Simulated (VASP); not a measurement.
Input:

```xyz
5
Lattice="5.7880 0.0000 0.0000 0.0000 5.7880 0.0000 0.0000 0.0000 5.7880" Properties=species:S:1:pos:R:3 pbc="T T T"
Cs     0.0000     0.0000     0.0000
Pb     2.8940     2.8940     2.8940
Cl     2.8940     0.0000     2.8940
Cl     0.0000     2.8940     2.8940
Cl     2.8940     2.8940     0.0000
```

Method: PBE GGA, VASP's PBE PAW potentials (set 64) (plane waves; VASP 6.6.1). Run with 520 eV cut-off, 4×4×4 Γ-centred mesh, Gaussian smearing of 0.050 eV, potentials Cs_sv Pb_d Cl.

Unless said otherwise, spin-orbit coupling is left out, though it shifts the bands of the heavy elements here.

Q: Estimate the energy per atom (σ→0), band gap (on the k-mesh) with the smallest direct gap where there is one.

A: 
```
Property                                      Value
-----------------------------------  --------------
band gap (on the k-mesh)                    2.31 eV
smallest direct gap (on the k-mesh)         2.31 eV
energy per atom (σ→0)                -3.508 eV/atom
```

Total energies compare only between runs with the same potentials, cut-off and functional.

The compound is CsPbCl3 in the cubic perovskite structure, the ideal cubic form; the compound distorts at low or room temperature. This cell is one point of a volume scan, at 1.03 of the reference volume.
